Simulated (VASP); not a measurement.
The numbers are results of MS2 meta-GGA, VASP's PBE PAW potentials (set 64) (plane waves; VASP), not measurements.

VASP input:

File KPOINTS:
```
kpoints
0
Gamma
17 17 9
```

### INCAR
```
SYSTEM = Re
PREC = Accurate; ENCUT = 520; LREAL = .FALSE.
LASPH = .TRUE.
EDIFF = 1E-7; NELM = 100; ALGO = Normal
LMAXMIX = 6; LMIXTAU = .TRUE.
ISMEAR = -5
METAGGA = MS2
ISIF = 2
LWAVE = .FALSE.; LCHARG = .FALSE.; LORBIT = 11
NEDOS = 601
```

POSCAR:
```
Re
2.7432030
  0.4999999288  -0.8660252396   0.0000000000
  0.4999999288   0.8660252396   0.0000000000
  0.0000000000   0.0000000000   1.6185927106
Re
2
Cartesian
  0.4999999288   0.2886756572   0.4046481777
  0.4999999288  -0.2886756572   1.2139445330
```

KPOINTS_OPT:
```
k-points along high-symmetry lines
6
Line-mode
Reciprocal
  0.000000   0.000000   0.000000 ! GAMMA
  0.000000   0.500000   0.000000 ! M

  0.000000   0.500000   0.000000 ! M
 -0.333333   0.666667   0.000000 ! K

 -0.333333   0.666667   0.000000 ! K
  0.000000   0.000000   0.000000 ! GAMMA

  0.000000   0.000000   0.000000 ! GAMMA
  0.000000   0.000000   0.500000 ! A

  0.000000   0.000000   0.500000 ! A
  0.000000   0.500000   0.500000 ! L

  0.000000   0.500000   0.500000 ! L
 -0.333333   0.666667   0.500000 ! H

 -0.333333   0.666667   0.500000 ! H
  0.000000   0.000000   0.500000 ! A

  0.000000   0.500000   0.500000 ! L
  0.000000   0.500000   0.000000 ! M

 -0.333333   0.666667   0.500000 ! H
 -0.333333   0.666667   0.000000 ! K
```

POTCAR, in this order: Re (PBE.64 set). Program: vasp_std.

Unless said otherwise, spin-orbit coupling is left out, though it shifts the bands of the heavy elements here.

Q: Estimate the energy per atom (σ→0), band gap (over mesh and band path).

A: 
energy per atom (σ→0): 4.622 eV/atom
band gap (over mesh and band path): none (metal, semimetal or under 0.01 eV)

**OSZICAR**
```
...
DAV:  14     0.924316030319E+01    0.11428E-03   -0.42751E-05  6560   0.961E-02    0.766E-03
DAV:  15     0.924315757796E+01   -0.27252E-05   -0.50681E-07  4708   0.170E-02    0.260E-03
DAV:  16     0.924315916756E+01    0.15896E-05   -0.11108E-07  3055   0.930E-03    0.339E-03
DAV:  17     0.924315664511E+01   -0.25224E-05   -0.19968E-07  3312   0.130E-02    0.218E-03
DAV:  18     0.924315757549E+01    0.93038E-06   -0.44616E-08  2724   0.915E-03    0.268E-04
DAV:  19     0.924315761579E+01    0.40303E-07   -0.27414E-08  2709   0.531E-03
   1 F= 0.92431576E+01 E0= 0.92431576E+01  d E =0.000000E+00
       N       E                     dE             ncg
```

The compound is Re in the hcp structure. It was relaxed first.
